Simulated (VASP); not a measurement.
Level of theory: optB88-vdW, VASP's PBE PAW potentials (set 64) (plane waves; VASP 6.6.1).

The input files of a VASP run:

INCAR:
```
EDIFFG  =  -0.02   ! ionic stop
PARAM2  =  0.22
ENCUT  =  520   ! plane-wave cut-off (eV)
LUSE_VDW  =  .TRUE.
LMAXMIX  =  4   ! l cut-off of mixed one-centre charges
LWAVE  =  .FALSE.
LREAL  =  .FALSE.   ! projection in real space or not
LCHARG  =  .FALSE.
AGGAC  =  0.0
EDIFF  =  1E-6   ! SCF stop (eV)
ISMEAR  =  1   ! Methfessel-Paxton
NELM  =  100   ! most electronic steps
PREC  =  Accurate
SIGMA  =  0.1   ! width (eV)
SYSTEM  =  SnO
NSW  =  60   ! most ionic steps
GGA  =  BO
ALGO  =  Normal   ! blocked Davidson
LASPH  =  .TRUE.   ! aspherical one-centre terms
ISIF  =  3
IBRION  =  2
PARAM1  =  0.1833333333
```

### KPOINTS
```
Automatic mesh
0
Gamma
7 7 6
0 0 0
```

File POSCAR:
```
SnO
1
    3.7906337445     0.0000000000     0.0000000000
    0.0000000000     3.7906337445     0.0000000000
    0.0000000000    -0.0000000000     4.6922624935
Sn O
2 2
Direct
  0.5000000000   1.0000000000   0.7516128518
  0.0000000000   0.5000000000   0.2483871482
  0.5000000000   0.5000000000   0.0000000000
  0.0000000000   0.0000000000   0.0000000000
```

POTCAR, in this order: Sn_d O (PBE.64 set). Program: vasp_std.

Problem. What will the output report for the number of irreducible k-points (NKPTS), largest plane-wave count, number of space-group operations, FFT grid (NGX, NGY, NGZ)?

Solution. 
| Item | Result |
|---|---|
| number of irreducible k-points (NKPTS) | 40 |
| largest plane-wave count | 1828 |
| number of space-group operations | 16 |
| FFT grid (NGX, NGY, NGZ) | 28 × 28 × 36 |

The compound is SnO in the litharge structure. This run relaxes it. Symmetry was kept, so distortions that lower it aren't found. The start is the result of an earlier pass.
